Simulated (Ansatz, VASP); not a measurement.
# Ta2Sb in two plane-wave programs

One calculation is typed for both programs; each brings its own data sets. How far apart do they land? The cell is generated by rule, not measured, and may not be a known phase. Of the first pair: The two relaxations start from unlike cells of this crystal (the structure described is Ansatz's start), so only their ends are compared.

Program: Ansatz 0.2.0. Level of theory: plane waves, with VASP 6.6.1 beside it; relaxation of cell and atoms at PBEsol. Results are calculated unless marked as measured.

**1. The structure**

Symmetry: P-3m1, No. 164, trigonal system. The conventional cell has a = 3.289 Å, b = 3.289 Å, c = 5.145 Å, α = 90.00°, β = 90.00°, γ = 120.00°. Nearest to Ta lie 3 Sb at 2.31 Å. Nearest to Sb lie 6 Ta at 2.31 Å. Farther neighbours are not listed.

**2. Ansatz: relaxation of cell and atoms, PBEsol, pair 1**

Ansatz runs on its default PAW (the set named soft_2) files.

The relaxed volume is the usual yardstick between codes: in a stiff, nearly cubic crystal its relative difference is about their pressure difference at one cell divided by the bulk modulus.

Contents of input.yaml:

```yaml
crystal:
  lattice:
    - [3.28851, 0.0, 0.0]
    - [-1.64426, 2.84794, 0.0]
    - [0.0, 0.0, 5.14463]
  atoms:
    - { symbol: Ta, position: [0.66666667, 0.33333333, 0.745289] }
    - { symbol: Ta, position: [0.33333333, 0.66666667, 0.254711] }
    - { symbol: Sb, position: [0.0, 0.0, 0.0] }
kpoints:
  mp_grid: { grid: [9, 9, 4] }
hamiltonian:
  xc: pbesol
scf:
  occupations: { method: gaussian, width: 0.1 }
output:
  forces: true
  stress: true
  eigenvalues: true
relax:
  adjacent_minimum: "off"
  f_tol: 0.05
  max_steps: 80
  cell: { stress_tol: 0.5 }
```

Command:

```
$ ansatz run input.yaml --threads 8 --pin off --max-ram 14336MiB --backend cpu --events-out ev --progress --plain --runs-dir out
```

Numbers of over 12 decimals in the logs are rounded to 6 here.

Output:

```text
The last accepted step is kept in <dir> (removed where the run ends without a failure and the disk answers)
Engine: ansatz 0.2.0, x86_64-unknown-linux-gnu
Pseudopotentials: kind: paw
Pseudopotential: Ta, paw, valence charge 13, recommended cutoff 420 eV (normal), Ta.paw.azcp
Pseudopotential: Sb, paw, valence charge 15, recommended cutoff 420 eV (normal), Sb.paw.azcp
Functional definition: PBEsol
  exchange = pbesol_x
  correlation = pbesol_c
Crystal: 3 atoms, lattice volume = 48.182 Å³
Basis set: ecut = 420 eV, 965 PW (Γ), exchange–correlation on 48×48×72 points (8 copies of the dense FFT grid, shifted against one another)
Bands: 25, of which v1, the nominal top of the filled ones, is band 21 counted from 1 (20 counted from 0)
Symmetry: 12 space group operations
Space group: P-3m1 (ITA 164), of the structure as read, at distance tolerance 3.6e-5 Å
k-points: 43 of 324
Non-local potential: Ta, projectors of the file, l = 0: 3, l = 1: 2, l = 2: 2, l = 3: 1
Non-local potential: Sb, projectors of the file, l = 0: 2, l = 1: 2, l = 2: 2, l = 3: 2
PAW form: soft (Blöchl's): semilocal exchange-correlation on the pseudo side does not see the compensation charge
PAW frozen core: Ta, regenerated for the run's functional, and the local potential with it (the file was generated under x = pbe(κ = 0.804, μ = 0.219515), c = pbe(β = 0.066725))
PAW frozen core: Sb, regenerated for the run's functional, and the local potential with it (the file was generated under x = pbe(κ = 0.804, μ = 0.219515), c = pbe(β = 0.066725))
PAW one-centre angular grid: Ta, 590 points (default); XC on 64 Gauss nodes
PAW one-centre angular grid: Sb, 590 points (default); XC on 64 Gauss nodes
Initial density: superposition of atomic densities (neutral atoms: chi_scale 0, normalization atom), corrected by the library's trained network
Initial wavefunctions: pseudopotential atomic-orbital guess
Functional: x = pbesol(κ = 0.804, μ = 0.123457), c = pbesol(β = 0.046)
SCF iter   1: F=—  HF=-26011.802492 eV  |F-HF|=—  |Δ(HF+E_count)|=         —  Δρ=6.98e-3  dr2=4.93e-2  ethr=1.77e-3  ⟨swp⟩=5.8  Hψ=5038  notcnv=0
preconditioner: auto → Kerker (q_TF=auto, 2.656 Å⁻¹)  [metal: Δε(μ)=0.028 eV  Ē_g=6.842 eV  σ=0.100 eV  W_gap=0.16  n_scr=22 (ndim 8)  ℏωp=20.7 eV  f_vac=0.000  D(μ)=1.12/eV (n_scr^D=2)]
SCF iter   2: F=—  HF=-26011.797463 eV  |F-HF|=—  |Δ(HF+E_count)|=   5.03e-3  Δρ=4.45e-3  dr2=2.37e-2  ethr=1.20e-4  ⟨swp⟩=1.0  Hψ=1420  notcnv=0
SCF iter   3: F=—  HF=-26011.792460 eV  |F-HF|=—  |Δ(HF+E_count)|=   5.00e-3  Δρ=7.21e-4  dr2=2.18e-4  ethr=5.78e-5  ⟨swp⟩=2.0  Hψ=1391  notcnv=0
SCF iter   4: F=—  HF=-26011.792432 eV  |F-HF|=—  |Δ(HF+E_count)|=   2.73e-5  Δρ=1.61e-4  dr2=3.20e-5  ethr=5.31e-7  ⟨swp⟩=2.1  Hψ=1694  notcnv=0
SCF iter   5: F=—  HF=-26011.792425 eV  |F-HF|=—  |Δ(HF+E_count)|=   6.92e-6  Δρ=3.10e-5  dr2=5.76e-7  ethr=7.79e-8  ⟨swp⟩=2.0  Hψ=1361  notcnv=0
SCF iter   6: F=-26011.792425 eV  HF=-26011.792425 eV  |F-HF|=2.78e-8  |Δ(HF+E_count)|=   9.36e-8  Δρ=7.34e-6  dr2=3.57e-8  ethr=2.44e-10  ⟨swp⟩=8.1  Hψ=5085  notcnv=0
SCF 1 converged in 6 iterations: F = -26011.792425 eV  dr2 = 3.57e-8
  greatest PAW one-centre occupation: 1.001 electrons in one spin orbital (limit 2), on the Sb atom at site 2 (counted from 0), in its partial waves of l = 2
relax step   1: F+E_penalty+E_count = -26011.79242522 eV  Δ(F+E_penalty+E_count) = +0.000e0 eV  max|allowed force component| = 1.305e1 eV/Å  Δτ_max = 0.0000 Å  P = +109.169 GPa  Ω = 48.182 Å³  (6 SCF iters, dr2 threshold 1.00e-7 eV, accepted)
[...]
relax step   9: F+E_penalty+E_count = -26020.36029629 eV  Δ(F+E_penalty+E_count) = -2.748e-2 eV  max|allowed force component| = 7.500e-4 eV/Å  Δτ_max = 0.0000 Å  P = +0.761 GPa  Ω = 59.631 Å³  stress off target by 1.88e0 GPa  SCF on the basis re-selected at this cell (its energy is not comparable with the rows above)  (6 SCF iters)
[...]
relax step  10: F+E_penalty+E_count = -26020.36475221 eV  Δ(F+E_penalty+E_count) = -4.456e-3 eV  max|allowed force component| = 4.655e-3 eV/Å  Δτ_max = 0.0051 Å  P = +0.160 GPa  Ω = 59.732 Å³  energy of the carried Pulay correction = -3.003e-5 eV  (6 SCF iters, dr2 threshold 3.00e-7 eV, accepted)
[...]
relax step  11: F+E_penalty+E_count = -26020.36479929 eV  Δ(F+E_penalty+E_count) = -4.708e-5 eV  max|allowed force component| = 4.683e-3 eV/Å  Δτ_max = 0.0000 Å  P = +0.160 GPa  Ω = 59.732 Å³  stress off target by 3.39e-1 GPa  SCF on the basis re-selected at this cell (its energy is not comparable with the rows above)  (7 SCF iters)
basis re-selected at this cell: Δ(F+E_penalty+E_count) = -4.708e-5 eV, ΔP = -0.000 GPa vs the last step (what re-selecting the basis moved, of the pressure what is left beyond the Pulay correction that the steps carried, after the strain that the cell walked since its last selection, with what the two solves' SCF thresholds leave and, on support functions, any second-order correction that the steps lacked; it is no m [...]
SCF converged after 7 iterations
Free energy (F): -26020.364799 eV
Harris-Foulkes:  -26020.364799 eV  (|F-HF|=3.64e-12)
Internal energy: -26020.349106 eV  (E = F + TS)
E sigma→0 (E₀):  -26020.356953 eV
Entropy (-TS):   -0.015693 eV (-5.231 meV/atom)
Fermi energy:    17.004469 eV
--- Per-component energies (eV) ---
  E_band       = -333.837063
  E_kinetic    = 942.316922
  E_local      = -2479.899390  (includes V_loc(G=0)·N_el)
  E_nonlocal   = 401.488203
  E_hartree    = 1017.865127
  E_xc         = -572.212436
  E_vxc        = -505.374946  (∫ρ·V_xc dr)
  E_paw        = -21046.886913  (= ΣΔE_a)
  E_vpaw       = -728.098423  (= ΣTr[D̂ρ^β])
  E_aug_tail   = 0.000316  (compensation charges beyond the density's cutoff)
  E_ewald      = -4283.780086
  E_core_change = 0.759150  (= ΣΔE_core)
  E_smearing   = -0.015693  (= −TS)
  E_closure    = 0.000000  (closes the sum)
  Σ components = -26020.364799   (vs F -26020.364799, Δ=0.00e0)
--- Forces (eV/Å), atoms counted from 1 ---
  atom   1  Ta     0.00000000    -0.00000000     0.00468273
  atom   2  Ta    -0.00000000     0.00000000    -0.00468273
  atom   3  Sb     0.00000000     0.00000000     0.00000000
  max |Σ_I F_I| component: 9.25e-18 eV/Å
--- Stress (GPa, compression-positive) ---
        0.070156       0.000000       0.000000
        0.000000       0.070156       0.000000
        0.000000       0.000000       0.339393
  P = ⅓ Tr σ = 0.1599 GPa (1.599 kbar)
--- Band table (eV; the first three rows and the last of 43) ---
  k-point 0: bands = [... 17 lower, 16.2808, 16.2808, 16.2874, 16.2874, 19.0606, 19.2248, 19.2248, 19.3235]
  k-point 1: bands = [... 17 lower, 16.0383, 16.0383, 16.3778, 16.3778, 18.9793, 19.3612, 19.3612, 19.7951]
  k-point 2: bands = [... 17 lower, 15.9045, 15.9045, 16.3746, 16.3746, 18.8980, 19.4793, 19.4793, 20.5602]
  k-point 42: bands = [... 17 lower, 14.3755, 14.9747, 14.9747, 17.6475, 17.6475, 18.7619, 20.6455, 20.6455]
--- Relaxed structure (9 steps of the walk, 9 accepted, 2 SCFs on fresh bases) ---
  F+E_penalty+E_count = -26020.36479929 eV   max|allowed force component| = 4.683e-3 eV/Å   (the final SCF, on the basis selected at the relaxed cell)
  cell:  # Å, volume = 59.7315 Å³
    - [3.305936, 2.9020449102338624e-6, 1.4115550255916497e-17]
    - [-1.652970, 2.863023, -2.823114343569476e-17]
    - [2.2082738698656106e-17, -3.8248425396339803e-17, 6.310796]
  atoms:
    - { symbol: Ta, position: [0.666667, 0.333333, 0.654242] }
    - { symbol: Ta, position: [0.333333, 0.666667, 0.345758] }
    - { symbol: Sb, position: [0, 0, 1.910749596608873e-18] }
```

Reading the cycles: dr2 is the Hartree energy of the density residual (eV), the measure of convergence; HF is the Harris–Foulkes estimate of the energy, which meets the free energy F at convergence.

**3. VASP: relaxation of cell and atoms, PBEsol, pair 1**

Its own start cell and the same functional, mesh and smearing now go to VASP, with its own data sets.

Lines of VASP's logs that name or quote its potential files are left out, and so is its time.

Contents of INCAR:

```
SYSTEM = Ta2Sb
PREC = Accurate
ENCUT = 500
EDIFF = 1E-07
NELM = 120
ISMEAR = 0
SIGMA = 0.1
LREAL = .FALSE.
ALGO = Normal
GGA = PS
NBANDS = 19
LASPH = .TRUE.
LORBIT = 11
LWAVE = .FALSE.
LCHARG = .FALSE.
ISIF = 3
IBRION = 2
NSW = 80
EDIFFG = -0.005
GGA_COMPAT = .FALSE.
NELMIN = 4
KPAR = 2
```

Contents of POSCAR:

```
Ta2Sb
1.0
    3.3048723793      0.0000030011      0.0000000000
   -1.6524382116      2.8621017773      0.0000000000
    0.0000000000      0.0000000000      6.3283741336
Ta Sb
2 1
Direct
    0.6666666238      0.3333334504      0.6538001873
    0.3333330721      0.6666665496      0.3461998127
    0.0000000000      0.0000000000      0.0000000000
```

Contents of KPOINTS:

```
Automatic mesh
0
Gamma
9 9 4
0 0 0
```

The projector-augmented-wave data sets are Ta_pv and Sb (PBE family, release 64).

Command:

```
$ mpirun -np 2 vasp_std
```

Output:

```text
[banner, memory and clock lines left out]
running    2 mpi-ranks, on    1 nodes
 distrk:  each k-point on    1 cores,    2 groups
 distr:  one band on    1 cores,    1 groups

 POSCAR found type information on POSCAR TaSb
 POSCAR found :  2 types and       3 ions
|                                                                             |
|               ----> ADVICE to this user running VASP <----                  |
|                                                                             |
|     You enforced a specific xc type in the INCAR file but a different       |
|     [... a line on the potential file left out ...]
|     I HOPE YOU KNOW WHAT YOU ARE DOING!                                     |
|                                                                             |

 LDA part: xc-table for (Slater+PW92), standard interpolation
 POSCAR, INCAR and KPOINTS ok, starting setup
 FFT: planning ... GRIDC
 FFT: planning ... GRID_SOFT
 FFT: planning ... GRID
 WAVECAR not read
 entering main loop
       N       E                     dE             d eps       ncg     rms          rms(c)
DAV:   1     0.199984605902E+03    0.19998E+03   -0.13726E+04  1666   0.128E+03
DAV:   2    -0.235059718839E+02   -0.22349E+03   -0.21994E+03  1990   0.359E+02
DAV:   3    -0.300624190229E+02   -0.65564E+01   -0.63850E+01  2065   0.572E+01
DAV:   4    -0.301782181855E+02   -0.11580E+00   -0.11396E+00  2013   0.730E+00
DAV:   5    -0.301800971968E+02   -0.18790E-02   -0.18780E-02  2027   0.985E-01    0.183E+01
DAV:   6    -0.291853632665E+02    0.99473E+00   -0.20169E+00  1712   0.955E+00    0.895E+00
DAV:   7    -0.289578130570E+02    0.22755E+00   -0.98327E-01  2081   0.701E+00    0.961E-01
DAV:   8    -0.289442434727E+02    0.13570E-01   -0.64826E-02  1936   0.130E+00    0.492E-01
DAV:   9    -0.289415836441E+02    0.26598E-02   -0.15440E-02  1911   0.963E-01    0.142E-01
DAV:  10    -0.289414507826E+02    0.13286E-03   -0.10877E-03  1947   0.291E-01    0.838E-02
DAV:  11    -0.289414517722E+02   -0.98956E-06   -0.16269E-04  2092   0.102E-01    0.236E-02
DAV:  12    -0.289414428508E+02    0.89214E-05   -0.36515E-05  1965   0.494E-02    0.575E-03
DAV:  13    -0.289414425338E+02    0.31700E-06   -0.18736E-06  1925   0.118E-02    0.103E-03
DAV:  14    -0.289414424317E+02    0.10207E-06   -0.91277E-08  1114   0.236E-03    0.537E-04
DAV:  15    -0.289414423829E+02    0.48787E-07   -0.13699E-08   961   0.102E-03
   1 F= -.28941442E+02 E0= -.28933834E+02  d E =-.289414E+02
 curvature:   0.00 expect dE= 0.000E+00 dE for cont linesearch  0.000E+00
 trial: gam= 0.00000 g(F)=  0.269E-06 g(S)=  0.257E-04 ort = 0.000E+00 (trialstep = 0.100E+01)
 search vector abs. value=  0.260E-04
 bond charge predicted
       N       E                     dE             d eps       ncg     rms          rms(c)
DAV:   1    -0.289415280756E+02   -0.85644E-04   -0.38675E-03  1661   0.572E-01    0.731E-02
DAV:   2    -0.289414595148E+02    0.68561E-04   -0.26882E-04  1853   0.118E-01    0.311E-02
DAV:   3    -0.289414432575E+02    0.16257E-04   -0.46325E-05  1817   0.434E-02    0.113E-02
DAV:   4    -0.289414397773E+02    0.34802E-05   -0.90668E-06  2084   0.236E-02    0.603E-03
DAV:   5    -0.289414395210E+02    0.25633E-06   -0.44632E-07  1878   0.485E-03    0.302E-03
DAV:   6    -0.289414392735E+02    0.24744E-06   -0.15832E-07  1059   0.267E-03    0.429E-04
DAV:   7    -0.289414392553E+02    0.18261E-07   -0.20877E-08   901   0.106E-03
   2 F= -.28941439E+02 E0= -.28933865E+02  d E =0.312766E-05
 trial-energy change:    0.000003  1 .order    0.000002   -0.000026    0.000029
 step:   0.4316(harm=  0.4690)  dis= 0.00003  next Energy=   -28.941448 (dE=-0.550E-05)
 bond charge predicted
       N       E                     dE             d eps       ncg     rms          rms(c)
DAV:   1    -0.289414752085E+02   -0.35935E-04   -0.12484E-03  1652   0.325E-01    0.416E-02
DAV:   2    -0.289414532545E+02    0.21954E-04   -0.86758E-05  1848   0.672E-02    0.177E-02
DAV:   3    -0.289414482339E+02    0.50206E-05   -0.14995E-05  1820   0.248E-02    0.642E-03
DAV:   4    -0.289414475258E+02    0.70802E-06   -0.29227E-06  2081   0.134E-02    0.341E-03
DAV:   5    -0.289414476765E+02   -0.15068E-06   -0.13131E-07  1067   0.276E-03    0.163E-03
DAV:   6    -0.289414478181E+02   -0.14154E-06   -0.58760E-08   895   0.171E-03    0.279E-04
DAV:   7    -0.289414478316E+02   -0.13503E-07   -0.11327E-08   871   0.888E-04
   3 F= -.28941448E+02 E0= -.28933854E+02  d E =-.544862E-05
 curvature:  -0.23 expect dE=-0.176E-05 dE for cont linesearch -0.396E-07
 trial: gam= 0.20995 g(F)=  0.130E-05 g(S)=  0.626E-05 ort = 0.210E-05 (trialstep = 0.886E+00)
 search vector abs. value=  0.959E-05
 reached required accuracy - stopping structural energy minimisation
```

OUTCAR, selected parts (step 3):

```text
ion  position               nearest neighbor table
   1  0.667  0.333  0.654-   2 2.73   2 2.73   2 2.73   3 2.91   3 2.91   3 2.91
   2  0.333  0.667  0.346-   1 2.73   1 2.73   1 2.73   3 2.91   3 2.91   3 2.91
   3  0.000  0.000  0.000-   2 2.91   2 2.91   1 2.91   1 2.91   1 2.91   2 2.91

  LATTYP: Found a hexagonal cell.
 ALAT       =     3.3048723793
 C/A-ratio  =     1.9148618789

 Subroutine GETGRP returns: Found 12 space group operations
 (whereof 12 operations were pure point group operations)

The static configuration has the point symmetry D_3d.

 Found     43 irreducible k-points:

   k-points           NKPTS =     43   k-points in BZ     NKDIM =     43   number of bands    NBANDS=     19

   dimension x,y,z NGX =    24 NGY =   24 NGZ =   48
   dimension x,y,z NGXF=    48 NGYF=   48 NGZF=   96

   ENCUT  =  500.0 eV  36.75 Ry    6.06 a.u.   6.03  6.03 11.54*2*pi/ulx,y,z

   NELECT =      27.0000    total number of electrons

 k-points in reciprocal lattice and weights: Automatic mesh
   0.00000000  0.00000000  0.00000000       0.003
   0.11111111 -0.00000000  0.00000000       0.019
   0.22222222 -0.00000000  0.00000000       0.019
   0.33333333  0.00000000  0.00000000       0.019
   0.44444444 -0.00000000  0.00000000       0.019
   0.11111111  0.11111111  0.00000000       0.019
   0.22222222  0.11111111  0.00000000       0.037
   0.33333333  0.11111111  0.00000000       0.037
   0.44444444  0.11111111  0.00000000       0.019
[...]
0.33333333  0.22222222  0.50000000       0.037
   0.33333333  0.33333333  0.50000000       0.006

 average (electrostatic) potential at core
       1 -34.7453       2 -34.7453       3 -84.9382

 E-fermi :   7.6311

 k-point     1 :       0.0000    0.0000    0.0000
  band No.  band energies     occupation
    ...
     10       5.2722      2.00000
     11       6.9204      2.00000
     12       6.9204      2.00000
     13       6.9306      2.00000
     14       6.9306      2.00000
     15       9.7073      0.00000
     16       9.9004      0.00000
     17       9.9004      0.00000
     18       9.9676      0.00000
     19       9.9676      0.00000

 k-point     2 :       0.1111   -0.0000    0.0000
  band No.  band energies     occupation
    ...
     10       5.2114      2.00000
     11       6.4947      2.00000
     12       6.9619      2.00000
     13       7.1043      2.00000
     14       7.2065      2.00000
     15       8.2400      0.00000
     16       9.1361      0.00000
     17       9.6536      0.00000
     18      10.7919      0.00000
     19      11.1976      0.00000

 k-point     3 :       0.2222   -0.0000    0.0000
  band No.  band energies     occupation
    ...
      9       3.1556      2.00000
     10       5.0435      2.00000
     11       5.3654      2.00000
     12       6.7022      2.00000
     13       6.8188      2.00000
     14       7.9497      0.00001
     15       7.9834      0.00000
     16       8.9578      0.00000
     17       9.1016      0.00000
     18      11.0186      0.00000
    ...

  Total       -0.0133863     -0.0133863      0.0055544     -0.0000000      0.0000000     -0.0000000
  in kB       -0.3581843     -0.3581843      0.1486214     -0.0000001      0.0000000     -0.0000000
  external PRESSURE =      -0.1892491 kB  Pullay stress =       0.0000000 kB

  energy-cutoff  :      500.00
  volume of cell :       59.88
      direct lattice vectors                 reciprocal lattice vectors
     3.304918802  0.000003001  0.000000000     0.302579136  0.174694461  0.000000000
    -1.652461423  2.862141980 -0.000000000    -0.000000317  0.349388494  0.000000000
     0.000000000 -0.000000000  6.330126376    -0.000000000  0.000000000  0.157974729

 POSITION                                       TOTAL-FORCE (eV/Angst)
 -----------------------------------------------------------------------------------
      1.65246      0.95405      4.13867        -0.000000     -0.000000     -0.003670
     -0.00000      1.90810      2.19145         0.000000      0.000000      0.003670
     -0.00000      0.00000      0.00000        -0.000000      0.000000     -0.000000
 -----------------------------------------------------------------------------------
    total drift:                                0.000307      0.000000     -0.000000

  FREE ENERGIE OF THE ION-ELECTRON SYSTEM (eV)
  ---------------------------------------------------
  free  energy   TOTEN  =       -28.9414478316 eV

  energy  without entropy=      -28.9262607588  energy(sigma->0) =      -28.93385430

 reached required accuracy - stopping structural energy minimisation

 total charge
# of ion       s       p       d       tot
------------------------------------------
    1        0.357   6.134   2.404   8.894
    2        0.357   6.134   2.404   8.894
    3        1.127   1.343   0.069   2.538
--------------------------------------------------
tot          1.841  13.611   4.876  20.327

[... 3 further parts left out ...]
```

CONTCAR:

```
Ta2Sb
   1.00000000000000
     3.3049188015675384    0.0000030011515153    0.0000000000000000
    -1.6524614227540650    2.8621419801305366   -0.0000000000000000
     0.0000000000000000   -0.0000000000000000    6.3301263757833839
  Ta              Sb
     2     1
Direct
     0.6666666237999976    0.3333334503999978    0.6538056861340826
     0.3333330720999967    0.6666665496000022    0.3461943138659174
     0.0000000000000000    0.0000000000000000    0.0000000000000000
```

**4. Comparison**

Known differences besides the potentials themselves: the data sets hold 41 valence electrons in Ansatz (on its default PAW (the set named soft_2) files) and 27 in VASP; the cutoff is 420 eV in Ansatz and 500 eV in VASP; Ansatz makes its cores anew for this functional, VASP keeps those of its PBE data sets; Ansatz adds a Pulay correction to the stress that steers its cell, VASP none. Total energies have different zeros and are not compared.

The two programs side by side:

```tsv
quantity	Ansatz	VASP	difference
volume (Å³)	59.73	59.88	-0.24 %
edge a after relaxation, in the typed setting (Å)	3.306	3.305	+0.03 %
edge c after relaxation, in the typed setting (Å)	6.311	6.330	-0.30 %
```

(Part 1 of 2 ends here.)

[Lines on the potential files, build, host, timing and source positions are cut from VASP's logs without a mark.]

[Logs are printed without paths, hosts, clocks, repeated set-up lines and the standing remarks that a program may print on its own settings, such as how far it seeks lower states.]

[Hosts, paths, dates, database ids (printed as entryN), source tags and the programs' standing remarks are cut or masked in the printed files.]
